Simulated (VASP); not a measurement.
GaAs (zinc blende) relaxed at rising pressure, in one space group throughout; other phases were not tried. The pressures are those reached. All values below come from PBEsol GGA, VASP's PBE PAW potentials (set 64) (plane waves; VASP 6.6.1).

```json
[
 {"P (GPa)": "-0.09", "V (Å³/atom)": "22.723", "k-mesh": "8×8×8"},
 {"P (GPa)": "4.97", "V (Å³/atom)": "21.334", "k-mesh": "8×8×8"},
 {"P (GPa)": "9.94", "V (Å³/atom)": "20.315", "k-mesh": "8×8×8"},
 {"P (GPa)": "19.90", "V (Å³/atom)": "18.829", "k-mesh": "9×9×9"},
 {"P (GPa)": "29.86", "V (Å³/atom)": "17.752", "k-mesh": "9×9×9"}
]
```

A change of mesh leaves a small step in the series.

Q: Fit an equation of state and predict the volume at 45.08 GPa.

A: Least squares on the third-order Birch-Murnaghan form, P = (3B0/2)(y⁷ − y⁵)[1 + (3/4)(B′ − 4)(y² − 1)] with y = (V0/V)^(1/3), gives V0 = 22.692 Å³/atom, B0 = 70 GPa and B′ = 4.4, and so 16.543 Å³/atom. The run gave 16.533 Å³/atom, -0.1 % from the fit.

Pressures at which the relaxation failed are left out.

The compound is GaAs in the zinc blende structure.
